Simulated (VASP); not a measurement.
Computed with PBE GGA, VASP's PBE PAW potentials (set 64) (plane waves; VASP).

A VASP calculation is set up with these files.

**INCAR**
```
ALGO = Normal
EDIFF = 1E-6
ENCUT = 400
GGA = PE
ISMEAR = 0
LASPH = .True.
LCHARG = .False.
LMAXMIX = 4
LREAL = .False.
LWAVE = .True.
NELM = 100
PREC = Accurate
SIGMA = 0.05
SYSTEM = TiTe2
```

### KPOINTS
```
Automatic mesh
0
Gamma
6 6 4
0 0 0
```

### POSCAR
```
TiTe2
1.0
  3.7829687993   0.0000000170   0.0000000000
 -1.8914848700   3.2761470957   0.0000000000
  0.0000000000   0.0000000000   6.6442828624
Ti Te
1 2
Cart
  3.7829687993   0.0000000170   0.0000000000
 -0.0000022051   2.1840991615   1.7165351485
  1.8914861344   1.0920479512   4.9277477139
```

POTCAR, in this order: Ti_sv Te (PBE.64 set). Program: vasp_std.

Output

File OUTCAR:
```
 ion  position               nearest neighbor table
   1  0.000  0.000  0.000-   2 2.78   3 2.78   3 2.78   2 2.78   3 2.78   2 2.78
   2  0.333  0.667  0.258-   1 2.78   1 2.78   1 2.78
   3  0.667  0.333  0.742-   1 2.78   1 2.78   1 2.78
  LATTYP: Found a hexagonal cell.
 ALAT       =     3.7829687993
 C/A-ratio  =     1.7563673440
 Subroutine PRICEL returns:
 Original cell was already a primitive cell.
 Subroutine GETGRP returns: Found 12 space group operations
The static configuration has the point symmetry D_3d.
The dynamic configuration has the point symmetry D_3d.
 Subroutine INISYM returns: Found 12 space group operations
 Subroutine IBZKPT returns following result:
 Found     24 irreducible k-points:

 Following reciprocal coordinates:
            Coordinates               Weight
  0.000000  0.000000  0.000000      1.000000
  0.166667  0.000000  0.000000      6.000000
  0.333333  0.000000  0.000000      6.000000
  0.500000  0.000000  0.000000      3.000000
  0.166667  0.166667  0.000000      6.000000
  0.333333  0.166667  0.000000     12.000000
  0.333333  0.333333  0.000000      2.000000
...
```

### OSZICAR
```
       N       E                     dE             d eps       ncg     rms          rms(c)
DAV:   1     0.154568552647E+03    0.15457E+03   -0.94519E+03   768   0.115E+03
DAV:   2    -0.208050982231E+01   -0.15665E+03   -0.15565E+03   808   0.305E+02
DAV:   3    -0.181861303473E+02   -0.16106E+02   -0.15457E+02  1360   0.860E+01
DAV:   4    -0.185022869926E+02   -0.31616E+00   -0.31604E+00   824   0.133E+01
DAV:   5    -0.185197802930E+02   -0.17493E-01   -0.17491E-01  1336   0.280E+00    0.122E+01
DAV:   6    -0.187969813512E+02   -0.27720E+00   -0.56351E+01  1056   0.448E+01    0.158E+01
DAV:   7    -0.164982635275E+02    0.22987E+01   -0.46579E+01  1064   0.383E+01    0.544E+00
DAV:   8    -0.162126651744E+02    0.28560E+00   -0.19762E+00   944   0.100E+01    0.184E+00
DAV:   9    -0.162346645714E+02   -0.21999E-01   -0.40948E-01   992   0.423E+00    0.162E+00
DAV:  10    -0.162115548530E+02    0.23110E-01   -0.42554E-01  1008   0.445E+00    0.882E-01
DAV:  11    -0.162078865704E+02    0.36683E-02   -0.29654E-02   960   0.130E+00    0.427E-01
DAV:  12    -0.162080024049E+02   -0.11583E-03   -0.89503E-04   928   0.237E-01    0.277E-01
DAV:  13    -0.162079056024E+02    0.96802E-04   -0.40167E-04  1016   0.147E-01    0.898E-02
DAV:  14    -0.162079037824E+02    0.18200E-05   -0.13017E-05   936   0.287E-02    0.522E-02
DAV:  15    -0.162078974296E+02    0.63528E-05   -0.23750E-05  1008   0.336E-02    0.244E-02
DAV:  16    -0.162078963391E+02    0.10906E-05   -0.52014E-06   760   0.155E-02    0.220E-03
DAV:  17    -0.162078963803E+02   -0.41288E-07   -0.38345E-07   384   0.418E-03
   1 F= -.16207896E+02 E0= -.16207016E+02  d E =-.176072E-02
```

OUTCAR:
```
------------------------ aborting loop because EDIFF is reached ----------------------------------------
  FORCE on cell =-STRESS in cart. coord.  units (eV):
  Direction    XX          YY          ZZ          XY          YZ          ZX
  --------------------------------------------------------------------------------------
  Total        0.0487884      0.0487884     -0.1746442     -0.0000000      0.0000000      0.0000000
  in kB        0.9492550      0.9492551     -3.3979783     -0.0000001      0.0000000      0.0000000
  external PRESSURE =      -0.4998227 kB  Pullay stress =       0.0000000 kB
  volume of cell :       82.35
      direct lattice vectors                 reciprocal lattice vectors
     3.782968799  0.000000017  0.000000000     0.264342650  0.152618337  0.000000000
    -1.891484870  3.276147096  0.000000000    -0.000000001  0.305236599  0.000000000
     0.000000000  0.000000000  6.644282862     0.000000000  0.000000000  0.150505332
 POSITION                                       TOTAL-FORCE (eV/Angst)
 -----------------------------------------------------------------------------------
      0.00000      0.00000      0.00000         0.000000      0.000000     -0.000000
     -0.00000      2.18410      1.71654         0.000000     -0.000000     -0.057992
      1.89149      1.09205      4.92775        -0.000000      0.000000      0.057992
 -----------------------------------------------------------------------------------
    total drift:                                0.000000      0.000000      0.000000
  FREE ENERGIE OF THE ION-ELECTRON SYSTEM (eV)
  ---------------------------------------------------
  free  energy   TOTEN  =       -16.2078963803 eV

  energy  without entropy=      -16.2061356599  energy(sigma->0) =      -16.20701602
```
(Selected blocks of OUTCAR.)

Without a dispersion term in the relaxation, distances and binding between the weakly bound layers, chains or molecules are unreliable, and so is what depends on them.

The structure was generated: TiTe2 was put into the CdI2 type (P-3m1), which need not be its known phase. It was relaxed first. The k-mesh is coarse (spacing up to 0.32 per Å, 2π included), so the numbers may not be converged in it.
